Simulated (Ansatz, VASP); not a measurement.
# SnSe2 in two plane-wave programs, part 2 of 2

One calculation is typed for both programs; each brings its own data sets. How far apart do they land? The cell is taken from a series of runs on this material, whose earlier steps may have relaxed, scaled, displaced or heated it; both programs get it as it stands.

VASP 6.6.1 and Ansatz 0.2.0.

So far: Set-up; VASP: relaxation of cell and atoms, PBEsol, spin-orbit coupling.

**3. Ansatz: relaxation of cell and atoms, PBEsol, spin-orbit coupling**

Level of this step: Ansatz beside VASP: Kohn-Sham DFT, plane waves, PBEsol, spin-orbit coupling (Ansatz).

Ansatz runs on its PAW fully relativistic soft_1 files.

The same cell, functional, mesh and smearing now go to Ansatz, which takes its cutoff from its data sets.

The input, input.yaml:

```yaml
crystal:
  lattice:
    - [3.8189436912, 0.0, 0.0]
    - [-1.9094718456, 3.3073022522, 0.0]
    - [0.0, 0.0, 6.1394295021]
  atoms:
    - { symbol: Sn, position: [0.0, 0.0, 0.0] }
    - { symbol: Se, position: [0.3333333333, 0.6666666667, 0.2583609954] }
    - { symbol: Se, position: [0.6666666667, 0.3333333333, 0.7416390046] }
kpoints:
  mp_grid: { grid: [12, 12, 6] }
hamiltonian:
  xc: pbesol
  pseudopotentials: { kind: paw_fr, azcp: { folder: soft_1 }, xc_functional: pbe }
scf:
  occupations: { method: gaussian, width: 0.02 }
output:
  forces: true
  stress: true
  eigenvalues: true
magnetization:
  noncollinear: true
  spin_orbit: true
relax:
  adjacent_minimum: "off"
  f_tol: 0.001
  max_steps: 60
  cell: { stress_tol: 0.01 }
```

The run is started by

```
> ansatz run input.yaml --threads 8 --pin off --max-ram 15360MiB --backend cpu --events-out ev --progress --plain --runs-dir out
```

Numbers of over 12 decimals in the logs are rounded to 6 here.

Log:

```text
Engine: ansatz 0.2.0, aarch64-unknown-linux-gnu
Pseudopotentials: kind: paw_fr
Pseudopotential: Sn, paw, valence charge 14, recommended cutoff 420 eV (normal), soft_1/Sn.paw.azcp
Pseudopotential: Se, paw, valence charge 16, recommended cutoff 420 eV (normal), soft_1/Se.paw.azcp
Functional definition: PBEsol
  exchange = pbesol_x
  correlation = pbesol_c
non-collinear run that drives no moment, with spin-orbit: no starting moment large enough to seed its density (crystal.atoms[].spin), no starting occupations that ask for one, no magnetisation constraint and no magnetic field, so the semilocal B_xc is pinned to zero
Crystal: 3 atoms, lattice volume = 77.543 Å³
Basis set: ecut = 420 eV, 1509 PW (Γ), exchange–correlation on 54×54×90 points (8 copies of the dense FFT grid, shifted against one another)
Bands: 56, of which v1, the nominal top of the filled ones, is band 46 counted from 1 (45 counted from 0)
Symmetry: 12 space group operations + 12 with time reversal
Magnetic group: BNS 164.86 (UNI 1316), of the structure as read, at distance tolerance 4.3e-5 Å
k-points: 100 of 864
Projection manifold: j_resolved (fully-relativistic pseudo-atomic orbitals)
Non-local potential: Sn, projectors of the file, resolved by j, l = 0: 2, l = 1: 4, l = 2: 4, l = 3: 2
Non-local potential: Se, projectors of the file, resolved by j, l = 0: 2, l = 1: 4, l = 2: 6, l = 3: 2
PAW form: soft (Blöchl's): semilocal exchange-correlation on the pseudo side does not see the compensation charge
PAW frozen core: Sn, regenerated for the run's functional, and the local potential with it (the file was generated under x = pbe(κ = 0.804, μ = 0.219515), c = pbe(β = 0.066725))
PAW frozen core: Se, regenerated for the run's functional, and the local potential with it (the file was generated under x = pbe(κ = 0.804, μ = 0.219515), c = pbe(β = 0.066725))
PAW one-centre angular grid: Sn, 590 points (default); XC on 64 Gauss nodes
PAW one-centre angular grid: Se, 590 points (default); XC on 64 Gauss nodes
Initial density: superposition of atomic densities (chi_scale 0.1, normalization cell, long waves kept (reshape's long-wave potential 0.09 eV rms))
Initial wavefunctions: pseudopotential atomic-orbital guess
Functional: x = pbesol(κ = 0.804, μ = 0.123457), c = pbesol(β = 0.046)
SCF iter   1: F=—  HF=-16802.164565 eV  |F-HF|=—  |Δ(HF+E_count)|=         —  Δρ=3.19e-2  dr2=1.70e0  dr2_m=0.00e0 (ungated)  ethr=3.10e-3  |M|=0.00e0 ∫|m|=0.00e0 μB  |m|>n=0.0e0 m-floor=0.0e0 τ_xc=0.0e0  β_m=0.30  ⟨swp⟩=7.8  Hψ=12843  notcnv=0
preconditioner: auto → Resta (q_TF=auto, 2.501 Å⁻¹)  ε∞=4.0  [insulator: Δε(μ)=0.345 eV  Ē_g=9.781 eV  σ=0.020 eV  W_gap=1.00  n_scr=22 (ndim 8)  ℏωp=16.9 eV  f_vac=0.032  D(μ)=0.00/eV (n_scr^D=0)  ε∞_Penn≈4.0]
spin=Noncollinear: Resta preconditioning applied to the charge; magnetization (m_x, m_y, m_z) channels mix plain (no charge-response kernel on spin).
SCF iter   2: F=—  HF=-16801.884332 eV  |F-HF|=—  |Δ(HF+E_count)|=   2.80e-1  Δρ=2.18e-2  dr2=6.42e-1  dr2_m=0.00e0 (ungated)  ethr=3.10e-3  |M|=0.00e0 ∫|m|=0.00e0 μB  |m|>n=0.0e0 m-floor=0.0e0 τ_xc=0.0e0  β_m=0.54  ⟨swp⟩=2.0  Hψ=3589  notcnv=0  defer=422
SCF iter   3: F=—  HF=-16801.719675 eV  |F-HF|=—  |Δ(HF+E_count)|=   1.65e-1  Δρ=5.66e-3  dr2=1.85e-2  dr2_m=0.00e0 (ungated)  ethr=1.40e-3  |M|=0.00e0 ∫|m|=0.00e0 μB  |m|>n=0.0e0 m-floor=0.0e0 τ_xc=0.0e0  β_m=0.68  ⟨swp⟩=2.9  Hψ=3585  notcnv=0  defer=422
SCF iter   4: F=—  HF=-16801.717326 eV  |F-HF|=—  |Δ(HF+E_count)|=   2.35e-3  Δρ=1.13e-3  dr2=1.42e-3  dr2_m=0.00e0 (ungated)  ethr=4.02e-5  |M|=0.00e0 ∫|m|=0.00e0 μB  |m|>n=0.0e0 m-floor=0.0e0 τ_xc=0.0e0  β_m=0.70  ⟨swp⟩=2.6  Hψ=3878  notcnv=0  defer=410
SCF iter   5: F=—  HF=-16801.717568 eV  |F-HF|=—  |Δ(HF+E_count)|=   2.42e-4  Δρ=4.36e-4  dr2=1.65e-4  dr2_m=0.00e0 (ungated)  ethr=3.09e-6  |M|=0.00e0 ∫|m|=0.00e0 μB  |m|>n=0.0e0 m-floor=0.0e0 τ_xc=0.0e0  β_m=0.85  ⟨swp⟩=2.9  Hψ=4766  notcnv=0  defer=410
SCF iter   6: F=—  HF=-16801.717737 eV  |F-HF|=—  |Δ(HF+E_count)|=   1.69e-4  Δρ=1.20e-4  dr2=1.29e-5  dr2_m=0.00e0 (ungated)  ethr=3.60e-7  |M|=0.00e0 ∫|m|=0.00e0 μB  |m|>n=0.0e0 m-floor=0.0e0 τ_xc=0.0e0  β_m=0.73  ⟨swp⟩=2.0  Hψ=4898  notcnv=0  defer=410
SCF iter   7: F=—  HF=-16801.717732 eV  |F-HF|=—  |Δ(HF+E_count)|=   4.11e-6  Δρ=4.86e-5  dr2=2.24e-6  dr2_m=0.00e0 (ungated)  ethr=2.80e-8  |M|=0.00e0 ∫|m|=0.00e0 μB  |m|>n=0.0e0 m-floor=0.0e0 τ_xc=0.0e0  β_m=0.86  ⟨swp⟩=2.0  Hψ=4965  notcnv=0  defer=410
SCF iter   8: F=—  HF=-16801.717736 eV  |F-HF|=—  |Δ(HF+E_count)|=   3.94e-6  Δρ=1.37e-5  dr2=2.10e-7  dr2_m=0.00e0 (ungated)  ethr=4.86e-9  |M|=0.00e0 ∫|m|=0.00e0 μB  |m|>n=0.0e0 m-floor=0.0e0 τ_xc=0.0e0  β_m=0.93  ⟨swp⟩=2.0  Hψ=3395  notcnv=0  defer=410
[...]
spin=Noncollinear: Resta preconditioning applied to the charge; magnetization (m_x, m_y, m_z) channels mix plain (no charge-response kernel on spin).
SCF iter   2: F=—  HF=-16801.717742 eV  |F-HF|=—  |Δ(HF+E_count)|=   1.65e-8  Δρ=8.99e-6  dr2=2.96e-8  dr2_m=0.00e0 (ungated)  ethr=1.64e-10  |M|=0.00e0 ∫|m|=0.00e0 μB  |m|>n=0.0e0 m-floor=0.0e0 τ_xc=0.0e0  β_m=0.54  ⟨swp⟩=1.0  Hψ=2800  notcnv=0
[...]
SCF 5 converged in 5 iterations: F = -16801.717742 eV  dr2 = 8.22e-12
relax step   5: F+E_penalty+E_count = -16801.71774197 eV  Δ(F+E_penalty+E_count) = -1.482e-7 eV  max|allowed force component| = 1.182e-5 eV/Å  Δτ_max = 0.0002 Å  P = +0.000 GPa  Ω = 77.729 Å³  energy of the carried Pulay correction = -2.136e-5 eV  (5 SCF iters, dr2 threshold 1.05e-10 eV, accepted)
Projection manifold: j_resolved (fully-relativistic pseudo-atomic orbitals)
Initial wavefunctions: pseudopotential atomic-orbital guess (no wavefunctions were taken with the density)
iter 1 solved again at ethr=1.91e-7 eV; its pass at ethr=3.10e-3 eV (dr2=8.78e-5 eV) is discarded
SCF iter   1: F=—  HF=-16801.717561 eV  |F-HF|=—  |Δ(HF+E_count)|=         —  Δρ=1.69e-4  dr2=4.65e-7  dr2_m=0.00e0 (ungated)  ethr=1.91e-7  |M|=0.00e0 ∫|m|=0.00e0 μB  |m|>n=0.0e0 m-floor=0.0e0 τ_xc=0.0e0  β_m=0.30  ⟨swp⟩=3.2  Hψ=21347  notcnv=0
spin=Noncollinear: Resta preconditioning applied to the charge; magnetization (m_x, m_y, m_z) channels mix plain (no charge-response kernel on spin).
SCF iter   2: F=—  HF=-16801.717666 eV  |F-HF|=—  |Δ(HF+E_count)|=   1.05e-4  Δρ=1.18e-4  dr2=2.25e-7  dr2_m=0.00e0 (ungated)  ethr=1.01e-9  |M|=0.00e0 ∫|m|=0.00e0 μB  |m|>n=0.0e0 m-floor=0.0e0 τ_xc=0.0e0  β_m=0.64  ⟨swp⟩=2.0  Hψ=3910  notcnv=0
SCF iter   3: F=—  HF=-16801.717767 eV  |F-HF|=—  |Δ(HF+E_count)|=   1.01e-4  Δρ=4.07e-6  dr2=1.80e-9  dr2_m=0.00e0 (ungated)  ethr=4.89e-10  |M|=0.00e0 ∫|m|=0.00e0 μB  |m|>n=0.0e0 m-floor=0.0e0 τ_xc=0.0e0  β_m=0.58  ⟨swp⟩=2.0  Hψ=3555  notcnv=0
SCF iter   4: F=—  HF=-16801.717767 eV  |F-HF|=—  |Δ(HF+E_count)|=   9.96e-8  Δρ=7.01e-7  dr2=1.46e-10  dr2_m=0.00e0 (ungated)  ethr=3.91e-12  |M|=0.00e0 ∫|m|=0.00e0 μB  |m|>n=0.0e0 m-floor=0.0e0 τ_xc=0.0e0  β_m=0.63  ⟨swp⟩=2.0  Hψ=5100  notcnv=0
SCF iter   5: F=—  HF=-16801.717767 eV  |F-HF|=—  |Δ(HF+E_count)|=   1.88e-9  Δρ=1.80e-7  dr2=1.97e-11  dr2_m=0.00e0 (ungated)  ethr=1.00e-12  |M|=0.00e0 ∫|m|=0.00e0 μB  |m|>n=0.0e0 m-floor=0.0e0 τ_xc=0.0e0  β_m=0.74  ⟨swp⟩=2.0  Hψ=3707  notcnv=0
SCF iter   6: F=—  HF=-16801.717767 eV  |F-HF|=—  |Δ(HF+E_count)|=  4.73e-11  Δρ=5.39e-8  dr2=3.99e-12  dr2_m=0.00e0 (ungated)  ethr=1.00e-12  |M|=0.00e0 ∫|m|=0.00e0 μB  |m|>n=0.0e0 m-floor=0.0e0 τ_xc=0.0e0  β_m=0.86  ⟨swp⟩=1.1  Hψ=2810  notcnv=0
SCF iter   7: F=-16801.717767 eV  HF=-16801.717767 eV  |F-HF|=0.00e0  |Δ(HF+E_count)|=  3.64e-12  Δρ=3.15e-8  dr2=8.20e-13  dr2_m=0.00e0 (ungated)  ethr=1.00e-12  |M|=0.00e0 ∫|m|=0.00e0 μB  |m|>n=0.0e0 m-floor=0.0e0 τ_xc=0.0e0  ⟨swp⟩=5.1  Hψ=10618  notcnv=0
SCF 6 converged in 7 iterations: F = -16801.717767 eV  dr2 = 8.20e-13
relax step   6: F+E_penalty+E_count = -16801.71776677 eV  Δ(F+E_penalty+E_count) = -2.480e-5 eV  max|allowed force component| = 1.687e-5 eV/Å  Δτ_max = 0.0000 Å  P = +0.000 GPa  Ω = 77.729 Å³  stress off target by 2.19e-4 GPa  SCF on the basis re-selected at this cell (its energy is not comparable with the rows above)  (7 SCF iters)
basis re-selected at this cell: Δ(F+E_penalty+E_count) = -2.480e-5 eV, ΔP = -0.000 GPa vs the last step (what re-selecting the basis moved, of the pressure what is left beyond the Pulay correction that the steps carried, after the strain that the cell walked since its last selection, with what the two solves' SCF thresholds leave and, on support functions, any second-order correction that the steps lacked; it is no m [...]
SCF converged after 7 iterations
Magnetization: |M| = 0.0000 μB,  M = (+0.0000, +0.0000, +0.0000) μB
Absolute magnetization: 0.0000 μB (∫|m|)
  site 0: m = (+0.0000, +0.0000, +0.0000) μB, |m| = 0.0000 μB  (R = 1.12 Å)
  site 1: m = (+0.0000, +0.0000, +0.0000) μB, |m| = 0.0000 μB  (R = 1.12 Å)
  site 2: m = (+0.0000, +0.0000, +0.0000) μB, |m| = 0.0000 μB  (R = 1.12 Å)
Free energy (F): -16801.717767 eV
Harris-Foulkes:  -16801.717767 eV  (|F-HF|=0.00e0)
Internal energy: -16801.717767 eV  (E = F + TS)
E sigma→0 (E₀):  -16801.717767 eV
Fermi energy:    7.985891 eV
--- Per-component energies (eV) ---
  E_band       = -877.662750
  E_kinetic    = 390.279757
  E_local      = -6616.706698  (includes V_loc(G=0)·N_el)
  E_nonlocal   = -557.077351
  E_hartree    = 3436.513772
  E_xc         = -293.174597
  E_vxc        = -260.329484  (∫ρ·V_xc dr)
  E_paw        = -8474.394848  (= ΣΔE_a)
  E_vpaw       = -706.856061  (= ΣTr[D̂ρ^β])
  E_aug_tail   = -0.000466  (compensation charges beyond the density's cutoff)
  E_ewald      = -4689.469397
  E_core_change = 2.312061  (= ΣΔE_core)
  E_smearing   = -0.000000  (= −TS)
  E_closure    = -0.000000  (closes the sum)
  Σ components = -16801.717767   (vs F -16801.717767, Δ=0.00e0)
--- Forces (eV/Å), atoms counted from 1 ---
  atom   1  Sn     0.00000000    -0.00000000     0.00000000
  atom   2  Se     0.00000000    -0.00000000    -0.00001687
  atom   3  Se     0.00000000     0.00000000     0.00001687
  max |Σ_I F_I| component: 5.78e-19 eV/Å
--- Stress (GPa, compression-positive) ---
       -0.000079      -0.000000       0.000000
       -0.000000      -0.000079      -0.000000
        0.000000      -0.000000       0.000219
  P = ⅓ Tr σ = 0.0000 GPa (0.000 kbar)
--- Band table (eV; the first three rows and the last of 100) ---
  k-point 0: bands = [... 42 lower, 7.4921, 7.4921, 7.6534, 7.6534, 8.5799, 8.5799, 10.6249, 10.6249, ... 6 higher]
  k-point 1: bands = [... 42 lower, 7.2687, 7.2687, 7.5552, 7.5552, 9.1816, 9.1816, 10.6216, 10.6216, ... 6 higher]
  k-point 2: bands = [... 42 lower, 7.3620, 7.3620, 7.6480, 7.6480, 9.8493, 9.8493, 10.5823, 10.5823, ... 6 higher]
  k-point 99: bands = [... 42 lower, 7.2428, 7.2428, 7.3356, 7.3356, 9.9672, 9.9672, 11.9043, 11.9043, ... 6 higher]
--- Relaxed structure (5 steps of the walk, 5 accepted, 1 SCFs on fresh bases) ---
  F+E_penalty+E_count = -16801.71776677 eV   max|allowed force component| = 1.687e-5 eV/Å   (the final SCF, on the basis selected at the relaxed cell)
  cell:  # Å, volume = 77.7288 Å³
    - [3.818715, 0, 1.038707522926538e-18]
    - [-1.909358, 3.307105, -5.193537614632737e-19]
    - [1.6698522224887886e-18, 0, 6.154837]
  atoms:
    - { symbol: Sn, position: [0, 0, 0] }
    - { symbol: Se, position: [0.333333, 0.666667, 0.257772] }
    - { symbol: Se, position: [0.666667, 0.333333, 0.742228] }
```

The column dr2 measures how far the density is from self-consistency, as an energy; F and HF (Harris–Foulkes) agree once it is small.

**4. Side by side**

Known differences besides the potentials themselves: spin-orbit coupling enters by fully relativistic files in Ansatz and inside the spheres in VASP; the data sets hold 46 valence electrons in Ansatz (on its PAW fully relativistic soft_1 files) and 26 in VASP; the cutoff is 420 eV in Ansatz and 500 eV in VASP; Ansatz makes its cores anew for this functional, VASP keeps those of its PBE data sets; Ansatz adds a Pulay correction to the stress that steers its cell, VASP none. Total energies have different zeros and are not compared.

Both answers:

| quantity | Ansatz | VASP | difference |
| --- | --- | --- | --- |
| volume (Å³) | 77.73 | 77.70 | +0.03 % |
| edge a after relaxation, in the typed setting (Å) | 3.819 | 3.821 | -0.07 % |
| edge c after relaxation, in the typed setting (Å) | 6.155 | 6.144 | +0.17 % |

**5. Outcome**

| Item | Value |
| --- | --- |
| difference in edge c after relaxation, in the typed setting (relaxation of cell and atoms, PBEsol, spin-orbit coupling) | 0.17 % |

What this shows: The difference in edge c after relaxation, in the typed setting is 0.17 % (relaxation of cell and atoms, PBEsol, spin-orbit coupling), within the 1.2 % picked in this series as the mark of a large difference, as far as the stopping tolerances let one tell. The data sets hold unlike numbers of valence electrons (46 in Ansatz and 26 in VASP), so part of the differences may come from the potentials. How closely two codes agree says nothing of how well the functional describes the real material.

[Lines on the potential files, build, host, timing and source positions are cut from VASP's logs without a mark.]

[Logs are printed without paths, hosts, clocks, repeated set-up lines and the standing remarks that a program may print on its own settings, such as how far it seeks lower states.]

[Hosts, paths, dates, database ids (printed as entryN), source tags and the programs' standing remarks are cut or masked in the printed files.]
